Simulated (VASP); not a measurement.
# BiSbS4 in VASP: further runs, part 2 of 2

VASP 6.6.1. The steps go on from the part before.

## (3) Relaxation of cell and atoms, PBE

This run uses another cell than the first one, of 26.13 Å³/atom, 1.054 times its volume.

Input file INCAR:

```
SYSTEM = BiSbS4
  PREC = Normal
  ENCUT = 520
  EDIFF = 1E-4
  ISMEAR = 0
  SIGMA = 0.15
  LREAL = .FALSE.
  LASPH = .TRUE.
  NELM = 60
  ALGO = Fast
  ISIF = 3
  LWAVE = .FALSE.
  LCHARG = .FALSE.
  GGA = PE
  IBRION = 2
  NSW = 24
  EDIFFG = -0.08
  KPAR = 2
```

Input file KPOINTS:

```
regular mesh
0
G
  3 3 3
  0 0 0
```

Input file POSCAR:

```
BiSbS4
1.0
    6.1226047800      0.0000000000      0.0000000000
   -3.0613023900      5.3023312800      0.0000000000
    0.0000000000      0.0000000000      4.8296442100
Sb Bi S
1 1 4
Direct
    0.0000000000      0.0000000000      0.0000000000
    0.6666666700      0.3333333300      0.0000000000
    0.3333333300      0.6666666700      0.0000000000
    0.6652296600      0.8326148300      0.5000000000
    0.1673851700      0.8326148300      0.5000000000
    0.1673851700      0.3347703400      0.5000000000
```

Potentials or basis: VASP PAW PBE potentials, release 64 (Sb, Bi_d, S).

Run with:

```bash
$ cat potpaw_PBE.64/Sb/POTCAR potpaw_PBE.64/Bi_d/POTCAR potpaw_PBE.64/S/POTCAR > POTCAR
$ mpirun -np 2 vasp_std > vasp.out
```

OUTCAR:

```text
SYSTEM = BiSbS4
   PREC = Normal
   ENCUT = 520
   EDIFF = 1E-4
   ISMEAR = 0
   LREAL = .FALSE.
   LASPH = .TRUE.
   NELM = 60
   ISIF = 3
   GGA = PE
   IBRION = 2
   NSW = 24
   EDIFFG = -0.08

 ion  position               nearest neighbor table
   1  0.000  0.000  0.000-   4 3.00   4 3.00   5 3.00   5 3.00   6 3.00   6 3.00   2 3.53   2 3.53
                             2 3.53
   2  0.667  0.333  0.000-   1 3.53   1 3.53   1 3.53
   3  0.333  0.667  0.000-
   4  0.665  0.833  0.500-   1 3.00   1 3.00
   5  0.167  0.833  0.500-   1 3.00   1 3.00
   6  0.167  0.335  0.500-   1 3.00   1 3.00

  LATTYP: Found a hexagonal cell.
 ALAT       =     6.1226047800
 C/A-ratio  =     0.7888218142

  Lattice vectors:

 A1 = (   6.1226047800,   0.0000000000,   0.0000000000)
 A2 = (  -3.0613023900,   5.3023312800,   0.0000000000)
 A3 = (   0.0000000000,   0.0000000000,   4.8296442100)

Analysis of symmetry for initial positions (statically):
=====================================================================
 Subroutine PRICEL returns:
 Original cell was already a primitive cell.

 Routine SETGRP: Setting up the symmetry group for a
 hexagonal supercell.

 Subroutine GETGRP returns: Found 12 space group operations
 (whereof 12 operations were pure point group operations)
 out of a pool of 24 trial point group operations.

[... 137 lines left out ...]
 Gauss-broadening in eV      SIGMA  =   0.15
  energy-cutoff  :      520.00
  volume of cell :      156.79
 maximum number of plane-waves:      4253
   NGX = 23   NGY = 23   NGZ = 17

--------------------------------------- Ionic step        1  -------------------------------------------

 number of electron      43.9999942 magnetization

 Free energy of the ion-electron system (eV)
  ---------------------------------------------------
  ext. energy  EPLUGINS =         0.00000000
  ---------------------------------------------------
  free energy    TOTEN  =       -19.50913263 eV

  energy without entropy =      -19.46877612  energy(sigma->0) =      -19.48895437

 E-fermi :   4.7635     XC(G=0):  -9.4668

 val. band max:        4.6055396468   @ k =   0.3333   0.0000   0.0000
 cond. band min:       4.8890114891   @ k =   0.3333   0.0000   0.3333
 fundamental gap:      0.2834718424
 Fermi energy:         4.7634676604

 k-point     1 :       0.0000    0.0000    0.0000
  band No.  band energies     occupation
      1     -18.7992      2.00000
      2     -18.7753      2.00000
      3     -18.7753      2.00000
      4     -18.7194      2.00000
      5     -18.7194      2.00000
      6      -9.2360      2.00000
[... 482 lines left out ...]
--------------------------------------- Ionic step        9  -------------------------------------------

 number of electron      44.0000009 magnetization

 Free energy of the ion-electron system (eV)
  ---------------------------------------------------
  ext. energy  EPLUGINS =         0.00000000
  ---------------------------------------------------
  free energy    TOTEN  =       -20.48534253 eV

  energy without entropy =      -20.45885851  energy(sigma->0) =      -20.47210052

 E-fermi :   7.3378     XC(G=0): -10.4359

 val. band max:        6.9467283573   @ k =   0.3333   0.0000   0.0000
 cond. band min:       7.4423624642   @ k =   0.3333   0.3333   0.3333
 fundamental gap:      0.4956341069
 Fermi energy:         7.3378043427

 k-point     1 :       0.0000    0.0000    0.0000
  band No.  band energies     occupation
      1     -16.2341      2.00000
      2     -16.2095      2.00000
      3     -16.2095      2.00000
      4     -16.1771      2.00000
      5     -16.1771      2.00000
      6      -8.3227      2.00000
[... 196 lines left out ...]
  FREE ENERGIE OF THE ION-ELECTRON SYSTEM (eV)
  ---------------------------------------------------
  free  energy   TOTEN  =       -20.4853425334 eV

  energy  without entropy=      -20.4588585083  energy(sigma->0) =      -20.47210052

 reached required accuracy - stopping structural energy minimisation
```

OSZICAR:

```text
N       E                     dE             d eps       ncg     rms          rms(c)
DAV:   1     0.368952667728E+03    0.36895E+03   -0.19145E+04   312   0.155E+03
DAV:   2     0.173398454439E+02   -0.35161E+03   -0.34624E+03   376   0.358E+02
DAV:   3    -0.184695303502E+02   -0.35809E+02   -0.34518E+02   390   0.122E+02
DAV:   4    -0.209965749923E+02   -0.25270E+01   -0.23873E+01   408   0.298E+01
[... 62 lines left out ...]
       N       E                     dE             d eps       ncg     rms          rms(c)
DAV:   1    -0.204870404090E+02   -0.32263E-02   -0.15581E-01   320   0.304E+00    0.310E-01
RMM:   2    -0.204857056703E+02    0.13347E-02   -0.92554E-03   349   0.790E-01    0.120E-01
RMM:   3    -0.204853720918E+02    0.33358E-03   -0.28206E-03   408   0.446E-01    0.711E-02
RMM:   4    -0.204853425334E+02    0.29558E-04   -0.34668E-04   224   0.125E-01
   9 F= -.20485343E+02 E0= -.20472101E+02  d E =-.161798E-02
```

Wall time 91 s (2 MPI ranks of AMD EPYC 7R43 (Zen 3), shared host); peak memory 0.17 GiB.

What came out:

```
Free energy                            : -20.4853 eV
Relaxed volume                         : 21.14 Å³/atom
Relaxed cell                           : a = 5.646 Å, b = 5.646 Å, c = 4.595 Å, α = 90.00°, β = 90.00°, γ = 120.00°
Space group after relaxing (to 0.05 Å) : P-6m2 (No. 187)
Energy gained by relaxing              : 162.7 meV/atom
Ionic steps                            : 9
Pressure after relaxing                : 0.0 GPa
Largest force after relaxing           : 0.066 eV/Å
Band gap on the k mesh                 : none (metal or under the smearing width)
```

Forces on the atoms (eV/Å):
```
Sb   0.000  0.000  0.000
Bi   0.000  0.000  0.000
S    0.000  0.000  0.000
S   -0.057 -0.033  0.000
S    0.057 -0.033  0.000
S    0.000  0.066  0.000
```

Stress tensor (GPa, compression positive):
```
 0.13  0.00  0.00
 0.00  0.13  0.00
 0.00  0.00 -0.15
```

Step by step:
```
step  energy change (eV)  largest force (eV/Å)  pressure (GPa)  volume (Å³)
   1              0.0000                0.0294           -8.41       156.79
   2             -0.9432                0.3068           -0.18       127.67
   3             -0.9435                0.3097           -0.05       127.24
   4             -0.9704                0.1761            0.06       126.75
   5             -0.9746                0.0846            0.09       126.44
   6             -0.9746                0.0978            0.22       126.46
   7             -0.9736                0.1347            0.14       126.61
   8             -0.9746                0.0913            0.14       126.48
   9             -0.9762                0.0661            0.04       126.85
```

Final structure:
```cif
data_structure
_symmetry_space_group_name_H-M 'P 1'
_symmetry_Int_Tables_number 1
_cell_length_a 5.6460
_cell_length_b 5.6460
_cell_length_c 4.5950
_cell_angle_alpha 90.000
_cell_angle_beta 90.000
_cell_angle_gamma 120.000
_cell_volume 126.85
loop_
_atom_site_label
_atom_site_type_symbol
_atom_site_fract_x
_atom_site_fract_y
_atom_site_fract_z
_atom_site_occupancy
Sb1 Sb 0.00000 0.00000 0.00000 1
Bi1 Bi 0.66667 0.33333 0.00000 1
S1 S 0.33333 0.66667 0.00000 1
S2 S 0.65987 0.82993 0.50000 1
S3 S 0.17007 0.82993 0.50000 1
S4 S 0.17007 0.34013 0.50000 1
```

Caveat: the k mesh is coarse (spacing up to 0.43 Å⁻¹), so the values aren't converged; the volume moved by over 15 % at a fixed basis, so the end points are rough; spin-orbit coupling is left out, which moves the levels of the heavy elements; the relaxation stopped at a loose force limit of 0.08 eV/Å, so its end isn't a converged minimum.

## (4) Relaxation of cell and atoms, PBE

This run uses another cell than the first one, of 27.91 Å³/atom, 1.126 times its volume.

INCAR is that of step 3.

KPOINTS is that of step 3.

Input file POSCAR:

```
BiSbS4
1.0
    0.0000000000      4.3749396900      4.3749396900
    4.3749396900      0.0000000000      4.3749396900
    4.3749396900      4.3749396900      0.0000000000
Sb Bi S
1 1 4
Direct
    0.2500000000      0.2500000000      0.2500000000
    0.0000000000      0.0000000000      0.0000000000
    0.6249356900      0.6249356900      0.1251929400
    0.6249356900      0.1251929400      0.6249356900
    0.1251929400      0.6249356900      0.6249356900
    0.6249356900      0.6249356900      0.6249356900
```

Run with:

```bash
$ cat potpaw_PBE.64/Sb/POTCAR potpaw_PBE.64/Bi_d/POTCAR potpaw_PBE.64/S/POTCAR > POTCAR
$ mpirun -np 2 vasp_std > vasp.out
```

Wall time 60 s (2 MPI ranks of AMD EPYC 7R43 (Zen 3), shared host); peak memory 0.18 GiB.

The run converged. Its results:

```
Free energy                            : -20.2805 eV
Relaxed volume                         : 19.65 Å³/atom
Relaxed cell                           : a = 5.504 Å, b = 5.504 Å, c = 5.504 Å, α = 60.00°, β = 60.00°, γ = 60.00°
Space group after relaxing (to 0.05 Å) : F-43m (No. 216)
Energy gained by relaxing              : 405.9 meV/atom
Ionic steps                            : 5
Pressure after relaxing                : 0.2 GPa
Largest force after relaxing           : 0.075 eV/Å
Band gap on the k mesh                 : none (metal or under the smearing width)
```

Forces on the atoms (eV/Å):
```
Sb   0.000  0.000  0.000
Bi   0.000  0.000  0.000
S    0.043  0.043 -0.043
S    0.043 -0.043  0.043
S   -0.043  0.043  0.043
S   -0.043 -0.043 -0.043
```

Step by step:
| step | energy change (eV) | largest force (eV/Å) | pressure (GPa) | volume (Å³) |
| --- | --- | --- | --- | --- |
| 1 | 0.0000 | 0.0077 | -11.22 | 167.47 |
| 2 | -2.3636 | 0.0682 | -3.48 | 124.43 |
| 3 | -2.4340 | 0.0801 | -0.10 | 118.34 |
| 4 | -2.4333 | 0.0805 | 0.20 | 117.47 |
| 5 | -2.4354 | 0.0750 | 0.21 | 117.90 |

Final structure:
```xyz
6
Lattice="0.0000 3.8919 3.8919 3.8919 0.0000 3.8919 3.8919 3.8919 0.0000" Properties=species:S:1:pos:R:3 pbc="T T T"
Sb    1.9460    1.9460    1.9460
Bi    3.8919    0.0000    3.8919
S     2.9220    2.9220    4.8619
S     2.9220    4.8619    2.9220
S     4.8619    2.9220    2.9220
S     4.8619    4.8619    4.8619
```

Levels at points of the mesh, in eV from the Fermi level:
| k point | band 19 | band 20 | band 21 | band 22 | band 23 | band 24 | band 25 | band 26 |
| --- | --- | --- | --- | --- | --- | --- | --- | --- |
| (0.00, 0.00, 0.00) | -2.22 | -2.22 | 1.00 | 1.00 | 1.00 | 1.69 | 1.69 | 1.69 |

Caveat: the k mesh is coarse (spacing up to 0.41 Å⁻¹), so the values aren't converged; the volume moved by over 15 % at a fixed basis, so the end points are rough; spin-orbit coupling is left out, which moves the levels of the heavy elements; the relaxation stopped at a loose force limit of 0.08 eV/Å, so its end isn't a converged minimum.
